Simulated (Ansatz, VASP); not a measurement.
# Cross-check of InGeHPb between VASP and Ansatz

One calculation is typed for both programs; each brings its own data sets. How far apart do they land? The cell is generated by rule, not measured, and may not be a known phase. Of the first pair: The two relaxations start from unlike cells of this crystal (the structure described is Ansatz's start), so only their ends are compared.

Main program and level: Ansatz 0.2.0; plane waves, with VASP 6.6.1 beside it; relaxation of cell and atoms at PBE.

## Step 1: Starting point

The structure is trigonal, space group P3m1 (No. 156). The conventional cell has a = 3.888 Å, b = 3.888 Å, c = 4.528 Å, α = 90.00°, β = 90.00°, γ = 120.00°. Nearest to Pb lie 3 H at 2.29 Å. Nearest to In lie 1 H at 1.60 Å and 3 Ge at 2.29 Å. Ge has 3 In at 2.29 Å nearest. Nearest to H lie 1 In at 1.60 Å and 3 Pb at 2.29 Å. Farther neighbours are not listed.

## Step 2: VASP: relaxation of cell and atoms, PBE, pair 1

The relaxed volume is the usual yardstick between codes: in a stiff, nearly cubic crystal its relative difference is about their pressure difference at one cell divided by the bulk modulus.

Lines of VASP's logs that name or quote its potential files are left out, and so is its time.

INCAR reads:

```
SYSTEM = InGeHPb
PREC = Accurate
ENCUT = 500
EDIFF = 1E-07
NELM = 120
ISMEAR = 0
SIGMA = 0.1
LREAL = .FALSE.
ALGO = Normal
GGA = PE
NBANDS = 27
LORBIT = 11
LWAVE = .FALSE.
LCHARG = .FALSE.
ISIF = 3
IBRION = 2
NSW = 80
EDIFFG = -0.005
LASPH = .TRUE.
GGA_COMPAT = .FALSE.
NELMIN = 4
KPAR = 2
```

POSCAR reads:

```
InGeHPb
1.0
    4.4112225572      0.0000000673      0.0000000000
   -2.2056106531      3.8202299475      0.0000000000
    0.0000000000      0.0000000000      5.3092209172
Pb In Ge H
1 1 1 1
Direct
    0.3333332476      0.6666666667      0.9558662535
    0.9999999143      0.0000000000      0.4452526780
    0.6666665809      0.3333333334      0.6413838284
    0.9999999143      0.0000000000      0.0866954794
```

KPOINTS reads:

```
Automatic mesh
0
Gamma
6 6 4
0 0 0
```

PAW data sets: Pb_d, In_d, Ge_d and H (PBE family, release 64).

The run is started by

```sh
mpirun -np 2 vasp_std
```

Numbers of over 12 decimals in the logs are rounded to 6 here.

The program printed:

```text
[banner, memory and clock lines left out]
running    2 mpi-ranks, on    1 nodes
 distrk:  each k-point on    1 cores,    2 groups
 distr:  one band on    1 cores,    1 groups

 POSCAR found type information on POSCAR PbInGeH
 POSCAR found :  4 types and       4 ions
 LDA part: xc-table for (Slater+PW92), standard interpolation
 POSCAR, INCAR and KPOINTS ok, starting setup
 FFT: planning ... GRIDC
 FFT: planning ... GRID_SOFT
 FFT: planning ... GRID
 WAVECAR not read
 entering main loop
       N       E                     dE             d eps       ncg     rms          rms(c)
DAV:   1     0.406403891733E+03    0.40640E+03   -0.20636E+04  1374   0.280E+03
DAV:   2     0.431611199903E+02   -0.36324E+03   -0.35739E+03  1296   0.628E+02
DAV:   3    -0.107939853100E+02   -0.53955E+02   -0.53227E+02  1491   0.206E+02
DAV:   4    -0.134604170086E+02   -0.26664E+01   -0.26620E+01  1534   0.507E+01
DAV:   5    -0.135302909151E+02   -0.69874E-01   -0.69866E-01  1728   0.857E+00    0.507E+00
DAV:   6    -0.130192529322E+02    0.51104E+00   -0.90773E-01  1715   0.781E+00    0.242E+00
DAV:   7    -0.129546862310E+02    0.64567E-01   -0.52109E-01  1657   0.414E+00    0.572E-01
DAV:   8    -0.129572731039E+02   -0.25869E-02   -0.45741E-02  1406   0.170E+00    0.374E-01
DAV:   9    -0.129581022956E+02   -0.82919E-03   -0.33275E-03  1595   0.573E-01    0.139E-01
DAV:  10    -0.129582115053E+02   -0.10921E-03   -0.46994E-04  1620   0.239E-01    0.757E-02
DAV:  11    -0.129582441007E+02   -0.32595E-04   -0.83805E-05  1617   0.638E-02    0.113E-02
DAV:  12    -0.129582451551E+02   -0.10544E-05   -0.12575E-05  1717   0.379E-02    0.742E-03
DAV:  13    -0.129582456377E+02   -0.48264E-06   -0.22047E-06  1398   0.932E-03    0.175E-03
DAV:  14    -0.129582457150E+02   -0.77227E-07   -0.35532E-07  1244   0.483E-03
   1 F= -.12958246E+02 E0= -.12955994E+02  d E =-.129582E+02
[... from here on, the cycles between the ionic steps are left out ...]
   2 F= -.12958576E+02 E0= -.12956302E+02  d E =-.330445E-03
   3 F= -.12958579E+02 E0= -.12956303E+02  d E =-.333195E-03
  10 F= -.12958968E+02 E0= -.12956338E+02  d E =-.106434E-03
  11 F= -.12959047E+02 E0= -.12956318E+02  d E =-.186294E-03
  12 F= -.12959054E+02 E0= -.12956288E+02  d E =-.192337E-03
  13 F= -.12959076E+02 E0= -.12956300E+02  d E =-.228667E-04
  14 F= -.12959083E+02 E0= -.12956299E+02  d E =-.292752E-04
  15 F= -.12959078E+02 E0= -.12956281E+02  d E =-.248994E-04
  16 F= -.12959084E+02 E0= -.12956295E+02  d E =-.302746E-04
  17 F= -.12959096E+02 E0= -.12956309E+02  d E =-.121381E-04
  18 F= -.12959102E+02 E0= -.12956317E+02  d E =-.181718E-04
  19 F= -.12959108E+02 E0= -.12956326E+02  d E =-.243200E-04
 curvature:  -4.77 expect dE=-0.391E-04 dE for cont linesearch -0.118E-07
 trial: gam= 0.34161 g(F)=  0.210E-05 g(S)=  0.610E-05 ort = 0.312E-06 (trialstep = 0.141E+01)
 search vector abs. value=  0.130E-04
 bond charge predicted
       N       E                     dE             d eps       ncg     rms          rms(c)
DAV:   1    -0.129592310562E+02   -0.12299E-03   -0.72201E-03  2173   0.919E-01    0.682E-02
DAV:   2    -0.129591305280E+02    0.10053E-03   -0.25147E-04  1634   0.234E-01    0.266E-02
DAV:   3    -0.129591119283E+02    0.18600E-04   -0.61204E-05  1733   0.109E-01    0.124E-02
DAV:   4    -0.129591126278E+02   -0.69941E-06   -0.38889E-06  1636   0.210E-02    0.326E-03
DAV:   5    -0.129591129643E+02   -0.33655E-06   -0.47243E-07  1418   0.753E-03    0.131E-03
DAV:   6    -0.129591130213E+02   -0.56998E-07   -0.36811E-08   701   0.212E-03
  20 F= -.12959113E+02 E0= -.12956340E+02  d E =-.492051E-05
 trial-energy change:   -0.000005  1 .order   -0.000006   -0.000012    0.000001
 step:   1.3058(harm=  1.3344)  dis= 0.00053  next Energy=   -12.959113 (dE=-0.495E-05)
 reached required accuracy - stopping structural energy minimisation
```

OUTCAR, selected parts (step 2):

```text
ion  position               nearest neighbor table
   1  0.333  0.667  0.956-   3 3.05   3 3.05   3 3.05   2 3.64   2 3.64   2 3.64   2 3.72   2 3.72
                             2 3.72
   2  1.000  0.000  0.445-   4 1.90   3 2.75   3 2.75   3 2.75   1 3.64   1 3.64   1 3.64   1 3.72
                             1 3.72   1 3.72
   3  0.667  0.333  0.641-   2 2.75   2 2.75   2 2.75   1 3.05   1 3.05   1 3.05
   4  1.000  0.000  0.087-   2 1.90

  LATTYP: Found a hexagonal cell.
 ALAT       =     4.4112225572
 C/A-ratio  =     1.2035713112

 Subroutine GETGRP returns: Found  6 space group operations
 (whereof  6 operations were pure point group operations)

The static configuration has the point symmetry C_3v.

 Found     24 irreducible k-points:

   k-points           NKPTS =     24   k-points in BZ     NKDIM =     24   number of bands    NBANDS=     27

   dimension x,y,z NGX =    32 NGY =   32 NGZ =   40
   dimension x,y,z NGXF=    64 NGYF=   64 NGZF=   80

   ENCUT  =  500.0 eV  36.75 Ry    6.06 a.u.   8.04  8.04  9.68*2*pi/ulx,y,z

   NELECT =      42.0000    total number of electrons

 k-points in reciprocal lattice and weights: Automatic mesh
   0.00000000  0.00000000  0.00000000       0.007
   0.16666667  0.00000000  0.00000000       0.042
   0.33333333  0.00000000  0.00000000       0.042
   0.50000000 -0.00000000  0.00000000       0.021
   0.16666667  0.16666667  0.00000000       0.042
   0.33333333  0.16666667  0.00000000       0.083
   0.33333333  0.33333333  0.00000000       0.014
   0.00000000  0.00000000  0.25000000       0.014
   0.16666667  0.00000000  0.25000000       0.042
[...]
0.33333333  0.16666667  0.50000000       0.083
   0.33333333  0.33333333  0.50000000       0.014

 average (electrostatic) potential at core
       1 -92.3274       2 -95.8599       3 -73.3616       4 -31.2621

 E-fermi :   5.4770

 k-point     1 :       0.0000    0.0000    0.0000
  band No.  band energies     occupation
    ...
     17      -1.3666      2.00000
     18       0.5701      2.00000
     19       5.1699      1.99999
     20       5.4609      1.17928
     21       5.4609      1.17927
     22       6.2135      0.00000
     23       6.7465      0.00000
     24       6.7465      0.00000
     25       9.5744      0.00000
     26      11.1680      0.00000
    ...

 k-point     2 :       0.1667    0.0000    0.0000
  band No.  band energies     occupation
    ...
     17      -1.3339      2.00000
     18       0.5893      2.00000
     19       3.3080      2.00000
     20       4.5415      2.00000
     21       4.5973      2.00000
     22       7.1742      0.00000
     23       7.7498      0.00000
     24       8.2522      0.00000
     25       9.6763      0.00000
     26      10.2302      0.00000
    ...

 k-point     3 :       0.3333    0.0000    0.0000
  band No.  band energies     occupation
    ...
     17      -1.7469      2.00000
     18       0.3287      2.00000
     19       2.5209      2.00000
     20       3.7487      2.00000
     21       3.7967      2.00000
     22       6.2601      0.00000
     23       7.8985      0.00000
     24       8.4863      0.00000
     25       9.0086      0.00000
     26       9.8457      0.00000
    ...

  Total        0.0061359      0.0061359     -0.0002185      0.0000000      0.0000000     -0.0000000
  in kB        0.1085206      0.1085206     -0.0038640      0.0000000      0.0000000     -0.0000000
  external PRESSURE =       0.0710591 kB  Pullay stress =       0.0000000 kB

  energy-cutoff  :      500.00
  volume of cell :       90.59
      direct lattice vectors                 reciprocal lattice vectors
     4.403152606  0.000000066 -0.000000000     0.227110001  0.131122012 -0.000000000
    -2.201575680  3.813241170  0.000000000    -0.000000004  0.262244098 -0.000000000
    -0.000000000  0.000000000  5.395370229     0.000000000 -0.000000000  0.185344093

 POSITION                                       TOTAL-FORCE (eV/Angst)
 -----------------------------------------------------------------------------------
      0.00000      2.54216      5.13390         0.000000     -0.000000     -0.000415
      4.40315      0.00000      2.39868         0.000000     -0.000000     -0.002295
      2.20158      1.27108      3.46068        -0.000000      0.000000      0.000260
      4.40315      0.00000      0.49456        -0.000000      0.000000      0.002450
 -----------------------------------------------------------------------------------
    total drift:                                0.000638     -0.000004      0.001532

  FREE ENERGIE OF THE ION-ELECTRON SYSTEM (eV)
  ---------------------------------------------------
  free  energy   TOTEN  =       -12.9591130213 eV

  energy  without entropy=      -12.9535674604  energy(sigma->0) =      -12.95634024

 reached required accuracy - stopping structural energy minimisation

 total charge
# of ion       s       p       d       tot
------------------------------------------
    1        1.431   0.605   9.828  11.864
    2        0.887   0.655   9.871  11.413
    3        1.170   1.148   9.980  12.298
    4        0.489   0.008   0.000   0.497
--------------------------------------------------
tot          3.978   2.416  29.679  36.072

[... 3 further parts left out ...]
```

CONTCAR:

```
InGeHPb
   1.00000000000000
     4.4031526061572421    0.0000000657094162   -0.0000000000000002
    -2.2015756799937800    3.8132411702061453    0.0000000000000003
    -0.0000000000000001    0.0000000000000005    5.3953702292143575
  Pb              In              Ge              H
     1     1     1     1
Direct
     0.3333332476000024    0.6666666667000030    0.9515374171336889
     0.9999999142999982    0.0000000000000000    0.4445809532762923
     0.6666665808999994    0.3333333333999988    0.6414169204578404
     0.9999999142999982    0.0000000000000000    0.0916629484321813
```

The run keeps the 6 symmetry operations of its start, so it cannot find a distortion of lower symmetry.

## Step 3: Ansatz: relaxation of cell and atoms, PBE, pair 1

Ansatz runs on its NC files.

Its own start cell and the same functional, mesh and smearing now go to Ansatz, which takes its cutoff from its data sets.

input.yaml reads:

```yaml
crystal:
  lattice:
    - [3.88848, 0.0, 0.0]
    - [-1.94424, 3.36752, 0.0]
    - [0.0, 0.0, 4.52791]
  atoms:
    - { symbol: Pb, position: [0.33333333, 0.66666667, 0.004601] }
    - { symbol: In, position: [0.0, 0.0, 0.458049] }
    - { symbol: Ge, position: [0.66666667, 0.33333333, 0.561296] }
    - { symbol: H, position: [0.0, 0.0, 0.105252] }
kpoints:
  mp_grid: { grid: [6, 6, 4] }
hamiltonian:
  xc: pbe
  pseudopotentials: { kind: nc }
scf:
  occupations: { method: gaussian, width: 0.1 }
output:
  forces: true
  stress: true
  eigenvalues: true
relax:
  adjacent_minimum: "off"
  f_tol: 0.05
  max_steps: 80
  cell: { stress_tol: 0.5 }
```

The run is started by

```sh
ansatz run input.yaml --threads 4 --pin off --max-ram 14336MiB --backend cpu --events-out ev --progress --plain --runs-dir out
```

The program printed:

```text
The last accepted step is kept in <dir> (removed where the run ends without a failure and the disk answers)
Engine: ansatz 0.2.0, aarch64-unknown-linux-gnu
Pseudopotentials: kind: nc
Pseudopotential: Pb, nc, valence charge 14, recommended cutoff 850 eV (normal), Pb.nc.azcp
Pseudopotential: In, nc, valence charge 13, recommended cutoff 952.398519 eV (normal), In.nc.azcp
Pseudopotential: Ge, nc, valence charge 14, recommended cutoff 1061.244064 eV (normal), Ge.nc.azcp
Pseudopotential: H, nc, valence charge 1, recommended cutoff 979.609905 eV (normal), H.nc.azcp
Functional definition: PBE
  parameter kappa = 0.804
  parameter beta = 0.066725
  exchange = pbe_x(kappa = kappa, mu = beta*pi^2/3)
  correlation = pbe_c(beta = beta)
Crystal: 4 atoms, lattice volume = 59.291 Å³
Basis set: ecut = 1061.244064 eV, 4651 PW (Γ), exchange–correlation on 90×90×100 points (8 copies of the dense FFT grid, shifted against one another)
Bands: 26, of which v1, the nominal top of the filled ones, is band 21 counted from 1 (20 counted from 0)
Symmetry: 6 space group operations
Space group: P3m1 (ITA 156), of the structure as read, at distance tolerance 3.9e-5 Å
k-points: 24 of 144 (time reversal used)
Non-local potential: Pb, projectors of the file, l = 0: 3, l = 1: 3, l = 2: 2, l = 3: 1
Non-local potential: In, projectors of the file, l = 0: 2, l = 1: 2, l = 2: 2, l = 3: 1
Non-local potential: Ge, projectors of the file, l = 0: 2, l = 1: 2, l = 2: 2
Non-local potential: H, projectors of the file, l = 0: 2, l = 1: 1
Initial density: superposition of atomic densities (chi_scale 0.1, normalization cell, long waves kept (reshape's long-wave potential 0.00 eV rms))
Initial wavefunctions: pseudopotential atomic-orbital guess
Functional: x = pbe(κ = 0.804, μ = 0.219515), c = pbe(β = 0.066725)
SCF iter   1: F=—  HF=-6505.278101 eV  |F-HF|=—  |Δ(HF+E_count)|=         —  Δρ=6.39e-2  dr2=4.20e0  ethr=3.10e-3  ⟨swp⟩=16.5  Hψ=5902  notcnv=0
preconditioner: auto → Kerker (q_TF=auto, 2.576 Å⁻¹)  [metal: Δε(μ)=0.017 eV  Ē_g=19.422 eV  σ=0.100 eV  W_gap=0.09  n_scr=20 (ndim 8)  ℏωp=31.3 eV  f_vac=0.000  D(μ)=0.69/eV (n_scr^D=2)]
SCF iter   2: F=—  HF=-6504.371823 eV  |F-HF|=—  |Δ(HF+E_count)|=   9.06e-1  Δρ=3.95e-2  dr2=1.95e0  ethr=3.10e-3  ⟨swp⟩=5.1  Hψ=1368  notcnv=0  defer=21
preconditioner: auto → Resta (q_TF=auto, 2.576 Å⁻¹)  ε∞=3.6  [insulator: Δε(μ)=0.416 eV  Ē_g=19.498 eV  σ=0.100 eV  W_gap=0.53  n_scr=20 (ndim 8)  ℏωp=31.3 eV  f_vac=0.000  D(μ)=0.70/eV (n_scr^D=2)  ε∞_Penn≈3.6]
SCF iter   3: F=—  HF=-6503.720496 eV  |F-HF|=—  |Δ(HF+E_count)|=   6.51e-1  Δρ=1.18e-2  dr2=5.25e-2  ethr=3.10e-3  ⟨swp⟩=7.1  Hψ=1933  notcnv=0  defer=22
SCF iter   4: F=—  HF=-6503.713802 eV  |F-HF|=—  |Δ(HF+E_count)|=   6.69e-3  Δρ=4.80e-3  dr2=1.20e-2  ethr=1.25e-4  ⟨swp⟩=4.3  Hψ=2120  notcnv=0  defer=21
SCF iter   5: F=—  HF=-6503.710003 eV  |F-HF|=—  |Δ(HF+E_count)|=   3.80e-3  Δρ=1.43e-3  dr2=1.22e-3  ethr=2.85e-5  ⟨swp⟩=3.7  Hψ=1559  notcnv=0  defer=20
SCF iter   6: F=—  HF=-6503.709634 eV  |F-HF|=—  |Δ(HF+E_count)|=   3.69e-4  Δρ=3.76e-4  dr2=7.94e-5  ethr=2.90e-6  ⟨swp⟩=4.2  Hψ=1755  notcnv=0  defer=20
SCF iter   7: F=—  HF=-6503.709571 eV  |F-HF|=—  |Δ(HF+E_count)|=   6.25e-5  Δρ=7.19e-5  dr2=2.74e-6  ethr=1.89e-7  ⟨swp⟩=5.5  Hψ=2444  notcnv=0  defer=20
SCF iter   8: F=—  HF=-6503.709572 eV  |F-HF|=—  |Δ(HF+E_count)|=   8.21e-7  Δρ=2.18e-5  dr2=2.76e-7  ethr=6.52e-9  ⟨swp⟩=6.8  Hψ=2380  notcnv=0  defer=20
SCF iter   9: F=-6503.709572 eV  HF=-6503.709572 eV  |F-HF|=9.61e-10  |Δ(HF+E_count)|=   3.01e-8  Δρ=5.78e-6  dr2=1.17e-8  ethr=2.38e-10  ⟨swp⟩=35.1  Hψ=9517  notcnv=0
SCF 1 converged in 9 iterations: F = -6503.709572 eV  dr2 = 1.17e-8
relax step   1: F+E_penalty+E_count = -6503.70957216 eV  Δ(F+E_penalty+E_count) = +0.000e0 eV  max|allowed force component| = 3.518e0 eV/Å  Δτ_max = 0.0000 Å  P = +54.711 GPa  Ω = 59.291 Å³  (9 SCF iters, dr2 threshold 1.00e-7 eV, accepted)
[...]
relax step   8: F+E_penalty+E_count = -6507.67363850 eV  Δ(F+E_penalty+E_count) = -7.552e-2 eV  max|allowed force component| = 2.460e-1 eV/Å  Δτ_max = 0.0623 Å  P = +0.405 GPa  Ω = 87.206 Å³  energy of the carried Pulay correction = -1.287e-3 eV  (7 SCF iters, dr2 threshold 4.00e-7 eV, accepted)
[...]
relax step   9: F+E_penalty+E_count = -6507.69790129 eV  Δ(F+E_penalty+E_count) = -2.426e-2 eV  max|allowed force component| = 6.329e-2 eV/Å  Δτ_max = 0.0927 Å  P = -0.207 GPa  Ω = 89.088 Å³  energy of the carried Pulay correction = -1.764e-3 eV  (6 SCF iters, dr2 threshold 4.00e-7 eV, accepted)
[...]
relax step  10: F+E_penalty+E_count = -6507.70245806 eV  Δ(F+E_penalty+E_count) = -4.557e-3 eV  max|allowed force component| = 2.290e-2 eV/Å  Δτ_max = 0.0305 Å  P = +0.040 GPa  Ω = 89.309 Å³  energy of the carried Pulay correction = -1.819e-3 eV  (6 SCF iters, dr2 threshold 2.50e-7 eV, accepted)
[...]
relax step  11: F+E_penalty+E_count = -6507.70614909 eV  Δ(F+E_penalty+E_count) = -3.691e-3 eV  max|allowed force component| = 2.292e-2 eV/Å  Δτ_max = 0.0000 Å  P = +0.160 GPa  Ω = 89.309 Å³  stress off target by 3.92e-1 GPa  SCF on the basis re-selected at this cell (its energy is not comparable with the rows above)  (4 SCF iters)
basis re-selected at this cell: Δ(F+E_penalty+E_count) = -3.691e-3 eV, ΔP = +0.120 GPa vs the last step (what re-selecting the basis moved, of the pressure what is left beyond the Pulay correction that the steps carried, after the strain that the cell walked since its last selection, with what the two solves' SCF thresholds leave and, on support functions, any second-order correction that the steps lacked; it is no measure of the basis error at this ecutwfc). The dense FFT grid was sized anew with the basis: this SCF ran on 48×48×60 points, the steps before it on 48×48×54, so part of this shift can come from that change (see relax.cell in the input reference). [rest of the remark cut]
SCF converged after 4 iterations
Free energy (F): -6507.706149 eV
Harris-Foulkes:  -6507.706149 eV  (|F-HF|=4.39e-10)
Internal energy: -6507.701913 eV  (E = F + TS)
E sigma→0 (E₀):  -6507.704031 eV
Entropy (-TS):   -0.004236 eV (-1.059 meV/atom)
Fermi energy:    9.071684 eV
--- Per-component energies (eV) ---
  E_band       = -236.371121
  E_kinetic    = 3951.477068
  E_local      = -4714.257316  (includes V_loc(G=0)·N_el)
  E_nonlocal   = -1652.571384
  E_hartree    = 1610.680305
  E_xc         = -2040.356095
  E_vxc        = -1042.380063  (∫ρ·V_xc dr)
  E_ewald      = -3662.674492
  E_smearing   = -0.004236  (= −TS)
  E_closure    = -0.000000  (closes the sum)
  Σ components = -6507.706149   (vs F -6507.706149, Δ=0.00e0)
--- Forces (eV/Å), atoms counted from 1 ---
  atom   1  Pb     0.00000000     0.00000000    -0.01768536
  atom   2  In     0.00000000    -0.00000000     0.02292563
  atom   3  Ge    -0.00000000    -0.00000000    -0.00165979
  atom   4  H      0.00000000     0.00000000    -0.00357180
  max |Σ_I F_I| component: 8.69e-6 eV/Å
--- Stress (GPa, compression-positive) ---
        0.044058      -0.000000       0.000000
       -0.000000       0.044058       0.000000
        0.000000       0.000000       0.391948
  P = ⅓ Tr σ = 0.1600 GPa (1.600 kbar)
--- Band table (eV; the first three rows and the last of 24) ---
  k-point 0: bands = [... 17 lower, 4.3229, 8.6453, 8.9981, 8.9981, 9.7016, 10.1954, 10.1954, 13.1832, ... 1 higher]
  k-point 1: bands = [... 17 lower, 5.5590, 8.6288, 9.0039, 9.0039, 9.9783, 10.5400, 10.5400, 12.5346, ... 1 higher]
  k-point 2: bands = [... 17 lower, 6.4643, 8.5779, 9.0169, 9.0169, 10.2415, 11.0597, 11.0597, 12.0521, ... 1 higher]
  k-point 23: bands = [... 17 lower, 3.2095, 4.1976, 5.5996, 6.4589, 12.3026, 12.8756, 13.3001, 14.1107, ... 1 higher]
--- Relaxed structure (9 steps of the walk, 9 accepted, 2 SCFs on fresh bases) ---
  F+E_penalty+E_count = -6507.70614909 eV   max|allowed force component| = 2.292e-2 eV/Å   (the final SCF, on the basis selected at the relaxed cell)
  cell:  # Å, volume = 89.3091 Å³
    - [4.429344, 0, 1.7195141831674409e-16]
    - [-2.214672, 3.835924, -8.597570915837202e-17]
    - [2.0022755193126666e-16, 0, 5.256373]
  atoms:
    - { symbol: Pb, position: [0.333333, 0.666667, -0.040739] }
    - { symbol: In, position: [-2.1603769613399486e-18, 0, 0.445516] }
    - { symbol: Ge, position: [0.666667, 0.333333, 0.641463] }
    - { symbol: H, position: [-3.842824597925261e-18, 0, 0.082958] }
```

## Step 4: Side by side

Known differences besides the potentials themselves: the cutoff is 1061.24 eV in Ansatz and 500 eV in VASP; Ansatz adds a Pulay correction to the stress that steers its cell, VASP none. Total energies have different zeros and are not compared.

The two programs side by side:

```
                                         quantity  Ansatz   VASP  difference
                                      volume (Å³)   89.31  90.59     -1.41 %
edge a after relaxation, in the typed setting (Å)   4.429  4.403     +0.59 %
edge c after relaxation, in the typed setting (Å)   5.256  5.395     -2.58 %
```

(Continued in part 2 of 2.)

[Lines on the potential files, build, host, timing and source positions are cut from VASP's logs without a mark.]

[Logs are printed without paths, hosts, clocks, repeated set-up lines and the standing remarks that a program may print on its own settings, such as how far it seeks lower states.]

[Hosts, paths, dates, database ids (printed as entryN), source tags and the programs' standing remarks are cut or masked in the printed files.]
